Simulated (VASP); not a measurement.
Level of theory: modified Becke-Johnson potential (mBJ), VASP's PBE PAW potentials (set 64) (plane waves; VASP).

The input files of a VASP run:

### KPOINTS_OPT
```
k-points along high-symmetry lines
8
Line-mode
Reciprocal
  0.000000   0.000000   0.000000 ! GAMMA
  0.500000   0.000000   0.000000 ! L

  0.500000   0.000000   0.000000 ! L
  0.500000  -0.500000   0.500000 ! T

  0.500000  -0.500000   0.500000 ! T
  0.207350  -0.792650   0.207350 ! P_0

  0.207350   0.207350   0.207350 ! P_2
  0.000000   0.000000   0.000000 ! GAMMA

  0.000000   0.000000   0.000000 ! GAMMA
  0.500000  -0.500000   0.000000 ! F
```

**INCAR**
```
! general
SYSTEM =Se
PREC   =Accurate
ENCUT  =400
LREAL  =.FALSE.
LASPH  =.TRUE.

! electronic loop
EDIFF  =1E-6
NELM   =200
ALGO   =Normal
LMAXMIX=4
LMIXTAU=.TRUE.

! smearing
ISMEAR =0
SIGMA  =0.05

! functional
METAGGA=MBJ

! ions
ISIF   =0

! output
LWAVE  =.FALSE.
LCHARG =.FALSE.
```

**KPOINTS**
```
Automatic mesh
0
Gamma
4 4 4
0 0 0
```

**POSCAR**
```
Se
1
    5.5488882433     3.2036530815     1.8162301255
   -5.5488894577     3.2036509782     1.8162301255
    0.0000012144    -6.4073051648     1.8162303780
Se
6
Direct
  0.8588268494   0.7318255606   0.1109296744
  0.1411731506   0.2681744394   0.8890703256
  0.1109296745   0.8588268495   0.7318255608
  0.8890703255   0.1411731505   0.2681744392
  0.7318255607   0.1109296744   0.8588268494
  0.2681744393   0.8890703256   0.1411731506
```

POTCAR, in this order: Se (PBE.64 set). Program: vasp_std. Read from the step before: WAVECAR.

What VASP printed:

OUTCAR:
```
 ion  position               nearest neighbor table
   1  0.859  0.732  0.111-   6 2.40   4 2.40
   2  0.141  0.268  0.889-   5 2.40   3 2.40
   3  0.111  0.859  0.732-   2 2.40   6 2.40
   4  0.889  0.141  0.268-   1 2.40   5 2.40
   5  0.732  0.111  0.859-   2 2.40   4 2.40
   6  0.268  0.889  0.141-   1 2.40   3 2.40
  LATTYP: Found a trigonal (rhomboedric) cell.
 ALAT       =     6.6597486635
 COS(alpha) =    -0.3884376615
 Subroutine PRICEL returns:
 Original cell was already a primitive cell.
 Subroutine GETGRP returns: Found  6 space group operations
The static configuration has the point symmetry S_6 .
The dynamic configuration has the point symmetry S_6 .
 Subroutine INISYM returns: Found  6 space group operations
 Subroutine IBZKPT returns following result:
 Found     14 irreducible k-points:

 Following reciprocal coordinates:
            Coordinates               Weight
  0.000000  0.000000  0.000000      1.000000
  0.250000  0.000000  0.000000      6.000000
  0.500000  0.000000  0.000000      3.000000
  0.250000  0.250000  0.000000      6.000000
...
```

OSZICAR:
```
       N       E                     dE             d eps       ncg     rms          rms(c)
DAV:   1     0.747986564008E+03    0.74799E+03   -0.78948E+00   616   0.328E+01    0.525E+00
DAV:   2     0.747565394402E+03   -0.42117E+00   -0.48545E+00   616   0.172E+01    0.123E+01
DAV:   3     0.746654508363E+03   -0.91089E+00   -0.27693E-01   698   0.269E+00    0.163E+01
DAV:   4     0.749005691051E+03    0.23512E+01   -0.35055E-01   622   0.346E+00    0.794E+00
DAV:   5     0.750869327029E+03    0.18636E+01   -0.12600E+00   616   0.541E+00    0.234E+00
DAV:   6     0.750713929958E+03   -0.15540E+00   -0.58794E-02   886   0.148E+00    0.341E+00
DAV:   7     0.750866913582E+03    0.15298E+00   -0.18613E-02   706   0.740E-01    0.308E+00
DAV:   8     0.750864984767E+03   -0.19288E-02   -0.43526E-04   890   0.114E-01    0.314E+00
DAV:   9     0.750862570362E+03   -0.24144E-02   -0.11840E-04   724   0.654E-02    0.311E+00
DAV:  10     0.750750088783E+03   -0.11248E+00   -0.44881E-02   646   0.131E+00    0.422E+00
DAV:  11     0.750980050705E+03    0.22996E+00   -0.25199E-02   634   0.110E+00    0.373E+00
DAV:  12     0.751073124052E+03    0.93073E-01   -0.18772E-03   688   0.327E-01    0.345E+00
DAV:  13     0.751191905873E+03    0.11878E+00   -0.33111E-03   646   0.455E-01    0.299E+00
DAV:  14     0.751598675808E+03    0.40677E+00   -0.75194E-03   628   0.614E-01    0.113E+00
DAV:  15     0.751688948901E+03    0.90273E-01   -0.44550E-03   628   0.530E-01    0.104E+00
DAV:  16     0.751705762735E+03    0.16814E-01   -0.23153E-04   884   0.868E-02    0.102E+00
DAV:  17     0.751692082288E+03   -0.13680E-01   -0.11757E-05   700   0.235E-02    0.108E+00
DAV:  18     0.751753214539E+03    0.61132E-01   -0.99279E-05   640   0.791E-02    0.777E-01
DAV:  19     0.751843952995E+03    0.90738E-01   -0.16192E-03   634   0.261E-01    0.473E-01
DAV:  20     0.751881430113E+03    0.37477E-01   -0.26772E-04   714   0.121E-01    0.360E-01
DAV:  21     0.751911281619E+03    0.29852E-01   -0.80204E-05   676   0.658E-02    0.268E-01
DAV:  22     0.751926095126E+03    0.14814E-01   -0.68887E-05   694   0.596E-02    0.240E-01
DAV:  23     0.751967278945E+03    0.41184E-01   -0.63260E-05   646   0.535E-02    0.811E-02
DAV:  24     0.751995728982E+03    0.28450E-01   -0.91966E-05   664   0.735E-02    0.246E-02
DAV:  25     0.752007699483E+03    0.11971E-01   -0.50507E-05   686   0.523E-02    0.308E-02
DAV:  26     0.752013488619E+03    0.57891E-02   -0.13679E-05   800   0.256E-02    0.312E-02
DAV:  27     0.752014294702E+03    0.80608E-03   -0.20272E-06   430   0.102E-02    0.269E-02
DAV:  28     0.752013352449E+03   -0.94225E-03   -0.84159E-07   344   0.747E-03    0.215E-02
DAV:  29     0.752014025741E+03    0.67329E-03   -0.54205E-07   326   0.566E-03    0.246E-02
DAV:  30     0.752015267123E+03    0.12414E-02   -0.43028E-07   326   0.519E-03    0.314E-02
DAV:  31     0.752014876624E+03   -0.39050E-03   -0.77521E-08   326   0.187E-03    0.291E-02
DAV:  32     0.752013747052E+03   -0.11296E-02   -0.13721E-07   326   0.259E-03    0.238E-02
DAV:  33     0.752011845667E+03   -0.19014E-02   -0.18186E-07   326   0.323E-03    0.153E-02
DAV:  34     0.752009644911E+03   -0.22008E-02   -0.28458E-07   326   0.385E-03    0.706E-03
DAV:  35     0.752008677295E+03   -0.96762E-03   -0.22311E-07   326   0.336E-03    0.454E-03
DAV:  36     0.752008090602E+03   -0.58669E-03   -0.70058E-08   326   0.180E-03    0.270E-03
DAV:  37     0.752007352865E+03   -0.73774E-03   -0.35512E-08   326   0.126E-03    0.424E-04
DAV:  38     0.752007382465E+03    0.29601E-04   -0.35176E-08   326   0.131E-03    0.658E-04
DAV:  39     0.752007150713E+03   -0.23175E-03   -0.67280E-09   326   0.491E-04    0.367E-04
DAV:  40     0.752007154445E+03    0.37318E-05   -0.52530E-09   326   0.438E-04    0.158E-04
DAV:  41     0.752007112156E+03   -0.42288E-04   -0.16209E-09   326   0.215E-04    0.324E-04
DAV:  42     0.752007132422E+03    0.20265E-04   -0.86307E-10   326   0.150E-04    0.222E-04
DAV:  43     0.752007150133E+03    0.17712E-04   -0.44074E-10   326   0.101E-04    0.159E-04
DAV:  44     0.752007171267E+03    0.21133E-04   -0.26246E-10   326   0.842E-05    0.939E-05
DAV:  45     0.752007175152E+03    0.38850E-05   -0.11786E-10   326   0.510E-05    0.912E-05
DAV:  46     0.752007182737E+03    0.75858E-05   -0.69049E-11   326   0.305E-05    0.580E-05
DAV:  47     0.752007210468E+03    0.27731E-04   -0.40985E-11   326   0.344E-05    0.639E-05
DAV:  48     0.752007204243E+03   -0.62253E-05   -0.47716E-11   326   0.444E-05    0.171E-05
DAV:  49     0.752007206351E+03    0.21077E-05   -0.60502E-12   326   0.204E-05    0.304E-05
DAV:  50     0.752007204297E+03   -0.20535E-05   -0.18726E-11   326   0.124E-05    0.250E-05
DAV:  51     0.752007200907E+03   -0.33901E-05    0.75388E-13   326   0.114E-05    0.120E-05
DAV:  52     0.752007199628E+03   -0.12785E-05   -0.91072E-12   326   0.912E-06    0.855E-06
DAV:  53     0.752007199363E+03   -0.26588E-06   -0.47725E-12   326   0.536E-06
   1 F= 0.75200720E+03 E0= 0.75200720E+03  d E =-.200367E-14
       N       E                     dE             ncg
       N       E                     dE             ncg
       N       E                     dE             ncg
```

**OUTCAR**
```
------------------------ aborting loop because EDIFF is reached ----------------------------------------
  volume of cell :      193.72
      direct lattice vectors                 reciprocal lattice vectors
     5.548888243  3.203653082  1.816230125     0.090108121  0.052023976  0.183530343
    -5.548889458  3.203650978  1.816230125    -0.090108140  0.052023942  0.183530343
     0.000001214 -6.407305165  1.816230378     0.000000020 -0.104047904  0.183530311
 POSITION                                       TOTAL-FORCE (eV/Angst)
 -----------------------------------------------------------------------------------
      0.70472      4.38514      3.09046         0.128295     -0.651162     -0.718727
     -0.70472     -4.38514      2.35823        -0.128295      0.651162      0.718727
     -4.15000     -1.58227      3.09046         0.499775      0.436688     -0.718727
      4.15000      1.58227      2.35823        -0.499775     -0.436688      0.718727
      3.44528     -2.80287      3.09046        -0.628070      0.214474     -0.718727
     -3.44528      2.80287      2.35823         0.628070     -0.214474      0.718727
 -----------------------------------------------------------------------------------
    total drift:                                0.000000      0.000000     -0.000000
  FREE ENERGIE OF THE ION-ELECTRON SYSTEM (eV)
  ---------------------------------------------------
  free  energy   TOTEN  =       752.0071993625 eV

  energy  without entropy=      752.0071993625  energy(sigma->0) =      752.00719936

     CMBJ =    1.0000

     CMBJA=   -0.0120

     CMBJB=    1.0230

     CMBJE=    0.5000

    CMBJ =    1.2789
```
(Selected blocks of OUTCAR.)

### OUTCAR
```
 val. band max:        1.0394440767   @ k =   0.5000   0.0000   0.0000

 cond. band min:       3.1642674631   @ k =  -0.2500   0.2500   0.2500


 Fermi energy:         1.3004929185

 k-point     1 :       0.0000    0.0000    0.0000
  band No.  band energies     occupation
      1     -13.9157      2.00000
      2     -12.3535      2.00000
      3     -12.3535      2.00000
      4     -10.1276      2.00000
      5     -10.1276      2.00000
      6      -8.7924      2.00000
      7      -3.5369      2.00000
      8      -3.3661      2.00000
      9      -3.0724      2.00000
     10      -3.0724      2.00000
     11      -1.5199      2.00000
     12      -1.5199      2.00000
     13      -0.8274      2.00000
     14       0.4822      2.00000
     15       0.4822      2.00000
     16       0.5892      2.00000
     17       0.7467      2.00000
     18       0.7467      2.00000
     19       3.6399      0.00000
     20       3.6399      0.00000
     21       4.1272      0.00000
     22       4.4434      0.00000

 k-point     2 :       0.2500    0.0000    0.0000
  band No.  band energies     occupation
      1     -13.8312      2.00000
      2     -12.4983      2.00000
      3     -12.3660      2.00000
      4     -10.2203      2.00000
      5      -9.9957      2.00000
      6      -8.7298      2.00000
      7      -3.5025      2.00000
      8      -3.4272      2.00000
      9      -3.0556      2.00000
     10      -2.9210      2.00000
     11      -1.8448      2.00000
     12      -1.4237      2.00000
     13      -0.9504      2.00000
     14       0.2259      2.00000
     15       0.4649      2.00000
     16       0.6451      2.00000
     17       0.7951      2.00000
     18       0.8800      2.00000
     19       3.4789      0.00000
     20       3.6264      0.00000
     21       3.9577      0.00000
     22       4.4054      0.00000

 k-point     3 :       0.5000    0.0000    0.0000
  band No.  band energies     occupation
      1     -13.7292      2.00000
...
```

mBJ is a potential without an energy functional, so only the levels count.

The structure comes from a computed database's Se entry (R-3); how it stands against other phases isn't given here. It was relaxed first, which changed the volume by +8 %. The cell's shape comes from a PBE relaxation.
